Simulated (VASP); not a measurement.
Consider the following.

```yaml
crystal:
  lattice:
    - [0.00000, 2.86604, 2.86604]
    - [2.86604, 0.00000, 2.86604]
    - [2.86604, 2.86604, 0.00000]
  atoms:
    - { symbol: Al, position: [0.00000, 0.00000, 0.00000] }
    - { symbol: As, position: [0.75000, 0.75000, 0.75000] }
```

Method: modified Becke-Johnson potential (mBJ), VASP's PBE PAW potentials (set 64) (plane waves; VASP). Settings: 400 eV cut-off, 6×6×6 Γ-centred mesh, Gaussian smearing of 0.050 eV, potentials Al As.

mBJ is a potential without an energy functional, so only the levels count.

Task: Predict the band gap (over mesh and band path) with the smallest direct gap where there is one.

Result: 
```json
{
 "band gap (over mesh and band path)": "2.23 eV",
 "smallest direct gap (over mesh and band path)": "2.67 eV"
}
```

Total energies compare only between runs with the same potentials, cut-off and functional.

The structure comes from a computed database's AlAs entry (F-43m); how it stands against other phases isn't given here. It was relaxed first. The cell's shape comes from a PBE relaxation.
